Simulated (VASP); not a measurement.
Consider the following.

```
GaAs
1.0
    0.00000     2.82486     2.82486
    2.82486     0.00000     2.82486
    2.82486     2.82486     0.00000
Ga As
1 1
Direct
  0.00000   0.00000   0.00000
  0.25000   0.25000   0.25000
```

Method: optB86b-vdW, VASP's PBE PAW potentials (set 64) (plane waves; VASP). Settings: 520 eV cut-off, 8×8×8 Γ-centred mesh, Gaussian smearing of 0.050 eV, potentials Ga_d As.

Task: What does the run give for the energy per atom (σ→0), pressure, band gap (on the k-mesh) with the smallest direct gap where there is one?

Result: 
The band gap (on the k-mesh) comes out as 0.45 eV and the smallest direct gap (on the k-mesh) comes out as 0.45 eV. The energy per atom (σ→0) is -1.716 eV/atom. The pressure is 2.13 GPa.

Only differences to runs with the same potentials and settings are physical.

The compound is GaAs in the zinc blende structure. This cell is one point of a volume scan, at 0.97 of the reference volume.
